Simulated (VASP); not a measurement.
Method: revPBE GGA, VASP's PBE PAW potentials (set 64) (plane waves; VASP).

VASP ran on this input.

### INCAR
```
SYSTEM=NiAl
PREC=Accurate; ENCUT=400; LREAL=.False.
LASPH=.True.
EDIFF=1E-6; NELM=100; ALGO=Normal
LMAXMIX=4
ISMEAR=1; SIGMA=0.1
GGA=RE
ISIF=2
LWAVE=.False.; LCHARG=.False.
```

### KPOINTS
```
Automatic mesh
0
Gamma
11 11 11
0 0 0
```

**POSCAR**
```
NiAl
1
    2.8900000000     0.0000000000     0.0000000000
    0.0000000000     2.8900000000     0.0000000000
    0.0000000000     0.0000000000     2.8900000000
Al Ni
1 1
Direct
  0.5000000000   0.5000000000   0.5000000000
  0.0000000000   0.0000000000   0.0000000000
```

POTCAR, in this order: Al Ni (PBE.64 set). Program: vasp_std.

Output of the run:

OUTCAR:
```
 ion  position               nearest neighbor table
   1  0.500  0.500  0.500-   2 2.50   2 2.50   2 2.50   2 2.50   2 2.50   2 2.50   2 2.50   2 2.50
  LATTYP: Found a simple cubic cell.
 ALAT       =     2.8900000000
 Subroutine PRICEL returns:
 Original cell was already a primitive cell.
 Subroutine GETGRP returns: Found 48 space group operations
The static configuration has the point symmetry O_h .
The dynamic configuration has the point symmetry O_h .
 Subroutine INISYM returns: Found 48 space group operations
 Subroutine IBZKPT returns following result:
 Found     56 irreducible k-points:

 Following reciprocal coordinates:
            Coordinates               Weight
  0.000000  0.000000  0.000000      1.000000
  0.090909  0.000000  0.000000      6.000000
  0.181818  0.000000  0.000000      6.000000
  0.272727  0.000000  0.000000      6.000000
  0.363636  0.000000  0.000000      6.000000
  0.454545  0.000000  0.000000      6.000000
  0.090909  0.090909  0.000000     12.000000
  0.181818  0.090909  0.000000     24.000000
  0.272727  0.090909  0.000000     24.000000
  0.363636  0.090909  0.000000     24.000000
  0.454545  0.090909  0.000000     24.000000
  0.181818  0.181818  0.000000     12.000000
  0.272727  0.181818  0.000000     24.000000
  0.363636  0.181818  0.000000     24.000000
  0.454545  0.181818  0.000000     24.000000
  0.272727  0.272727  0.000000     12.000000
  0.363636  0.272727  0.000000     24.000000
  0.454545  0.272727  0.000000     24.000000
  0.363636  0.363636  0.000000     12.000000
  0.454545  0.363636  0.000000     24.000000
  0.454545  0.454545  0.000000     12.000000
  0.090909  0.090909  0.090909      8.000000
  0.181818  0.090909  0.090909     24.000000
  0.272727  0.090909  0.090909     24.000000
  0.363636  0.090909  0.090909     24.000000
  0.454545  0.090909  0.090909     24.000000
  0.181818  0.181818  0.090909     24.000000
  0.272727  0.181818  0.090909     48.000000
  0.363636  0.181818  0.090909     48.000000
  0.454545  0.181818  0.090909     48.000000
  0.272727  0.272727  0.090909     24.000000
  0.363636  0.272727  0.090909     48.000000
  0.454545  0.272727  0.090909     48.000000
  0.363636  0.363636  0.090909     24.000000
  0.454545  0.363636  0.090909     48.000000
  0.454545  0.454545  0.090909     24.000000
  0.181818  0.181818  0.181818      8.000000
  0.272727  0.181818  0.181818     24.000000
  0.363636  0.181818  0.181818     24.000000
  0.454545  0.181818  0.181818     24.000000
   k-points           NKPTS =     56   k-points in BZ     NKDIM =     56   number of bands    NBANDS=     10
   number of dos      NEDOS =    301   number of ions     NIONS =      2
   total plane-waves  NPLWV =   8000
   dimension x,y,z NGX =    20 NGY =   20 NGZ =   20
   dimension x,y,z NGXF=    40 NGYF=   40 NGZF=   40
   ions per type =               1   1
   PREC   = accura    normal or accurate (medium, high low for compatibility)
   ISTART =      0    job   : 0-new  1-cont  2-samecut
   ICHARG =      2    charge: 1-file 2-atom 10-const
   ISPIN  =      1    spin polarized calculation?
   LNONCOLLINEAR =      F non collinear calculations
   LSORBIT =      F    spin-orbit coupling
   INIWAV =      1    electr: 0-lowe 1-rand  2-diag
   ENCUT  =  400.0 eV  29.40 Ry    5.42 a.u.   4.71  4.71  4.71*2*pi/ulx,y,z
   NELM   =    100;   NELMIN=  2; NELMDL= -5     # of ELM steps
   EDIFF  = 0.1E-05   stopping-criterion for ELM
   LREAL  =      F    real-space projection
   NLSPLINE    = F    spline interpolate recip. space projectors
   LMAXMIX     =    4 max onsite mixed and CHGCAR
   VOSKOWN=      0    Vosko Wilk Nusair interpolation
...
```

OSZICAR:
```
       N       E                     dE             d eps       ncg     rms          rms(c)
DAV:   1     0.332242627732E+02    0.33224E+02   -0.47414E+03  1160   0.110E+03
DAV:   2    -0.103072538773E+02   -0.43532E+02   -0.40964E+02  1134   0.185E+02
DAV:   3    -0.112492573608E+02   -0.94200E+00   -0.93636E+00  1348   0.348E+01
DAV:   4    -0.112631403741E+02   -0.13883E-01   -0.13879E-01  1296   0.385E+00
DAV:   5    -0.112635374281E+02   -0.39705E-03   -0.39704E-03  1282   0.656E-01    0.117E+01
DAV:   6    -0.130843808261E+02   -0.18208E+01   -0.55820E+01  1256   0.127E+02    0.155E+01
DAV:   7    -0.992300263092E+01    0.31614E+01   -0.16219E+01  1238   0.767E+01    0.116E+00
DAV:   8    -0.991875652345E+01    0.42461E-02   -0.41682E-01  1382   0.813E+00    0.108E+00
DAV:   9    -0.990521191663E+01    0.13545E-01   -0.61795E-02  1304   0.406E+00    0.184E-01
DAV:  10    -0.990491698358E+01    0.29493E-03   -0.15626E-03  1304   0.629E-01    0.754E-02
DAV:  11    -0.990491174562E+01    0.52380E-05   -0.38424E-05  1236   0.592E-02    0.294E-02
DAV:  12    -0.990490936816E+01    0.23775E-05   -0.65562E-06  1184   0.492E-02    0.307E-03
DAV:  13    -0.990490904327E+01    0.32489E-06   -0.12960E-07   570   0.506E-03
   1 F= -.99049090E+01 E0= -.99047214E+01  d E =-.562828E-03
```

File OUTCAR:
```
------------------------ aborting loop because EDIFF is reached ----------------------------------------
  FORCE on cell =-STRESS in cart. coord.  units (eV):
  Direction    XX          YY          ZZ          XY          YZ          ZX
  --------------------------------------------------------------------------------------
  Total        0.4906403      0.4906403      0.4906403      0.0000000      0.0000000      0.0000000
  in kB       32.5671899     32.5671899     32.5671899      0.0000000      0.0000000      0.0000000
  external PRESSURE =      32.5671899 kB  Pullay stress =       0.0000000 kB
  volume of cell :       24.14
      direct lattice vectors                 reciprocal lattice vectors
     2.890000000  0.000000000  0.000000000     0.346020761  0.000000000  0.000000000
     0.000000000  2.890000000  0.000000000     0.000000000  0.346020761  0.000000000
     0.000000000  0.000000000  2.890000000     0.000000000  0.000000000  0.346020761
 POSITION                                       TOTAL-FORCE (eV/Angst)
 -----------------------------------------------------------------------------------
      1.44500      1.44500      1.44500         0.000000      0.000000      0.000000
      0.00000      0.00000      0.00000         0.000000      0.000000      0.000000
 -----------------------------------------------------------------------------------
    total drift:                               -0.000000      0.000000      0.000000
  FREE ENERGIE OF THE ION-ELECTRON SYSTEM (eV)
  ---------------------------------------------------
  free  energy   TOTEN  =        -9.9049090433 eV

  energy  without entropy=       -9.9043462158  energy(sigma->0) =       -9.90472143
```
(Selected blocks of OUTCAR.)

The compound is NiAl in the CsCl type structure. The cell was not relaxed at this level. The run is one of a series of settings (GGA = RE against the base run), some of them coarse on purpose. The run is not spin-polarised, so no magnetic state was tried. The electron count is odd and the run is not spin-polarised, which forces a metal.
